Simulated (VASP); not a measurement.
A run of VASP 6.6.1 is set up as follows.

INCAR

```
PREC = Accurate
ENCUT = 520
EDIFF = 1E-6
ISMEAR = -1
SIGMA = 0.05
LREAL = Auto
LASPH = True
NELM = 100
ALGO = Normal
ISIF = 2
LWAVE = False
LCHARG = False
GGA = PE
IVDW = 12
IBRION = 2
NSW = 80
EDIFFG = -0.03
```

Contents of KPOINTS:

```
regular mesh
0
Gamma
  2 2 1
```

The input POSCAR:

```
MgC18
1.0
    7.3980000000      0.0000000000      0.0000000000
   -3.6990000000      6.4068560000      0.0000000000
    0.0000000000      0.0000000000     11.0000000000
C Mg
18 1
Direct
    0.0000000000      0.0000000000      0.0909091000
    0.2222222000      0.1111111000      0.0909091000
    0.0000000000      0.3333333000      0.0909091000
    0.2222222000      0.4444444000      0.0909091000
    0.0000000000      0.6666667000      0.0909091000
    0.2222222000      0.7777778000      0.0909091000
    0.3333333000      0.0000000000      0.0909091000
    0.5555556000      0.1111111000      0.0909091000
    0.3333333000      0.3333333000      0.0909091000
    0.5555556000      0.4444444000      0.0909091000
    0.3333333000      0.6666667000      0.0909091000
    0.5555556000      0.7777778000      0.0909091000
    0.6666667000      0.0000000000      0.0909091000
    0.8888889000      0.1111111000      0.0909091000
    0.6666667000      0.3333333000      0.0909091000
    0.8888889000      0.4444444000      0.0909091000
    0.6666667000      0.6666667000      0.0909091000
    0.8888889000      0.7777778000      0.0909091000
    0.1601539000      0.9111359000      0.2672727000
```

Potentials or basis: VASP PAW PBE potentials, release 64 (C, Mg).

Command:

```bash
$ cat potpaw_PBE.64/C/POTCAR potpaw_PBE.64/Mg/POTCAR > POTCAR
$ mpirun -np 1 vasp_std > vasp.out
```

(1) What does it give for the energy gained by relaxing?

(2) Estimate the dispersion energy per atom.

(3) Estimate the band gap on the k mesh.

Results:

(1) 32.3 meV/atom.

(2) -0.100 eV.

(3) 0.15 eV, direct.

Caveat: the k mesh is coarse (spacing up to 0.49 Å⁻¹), so the values aren't converged.
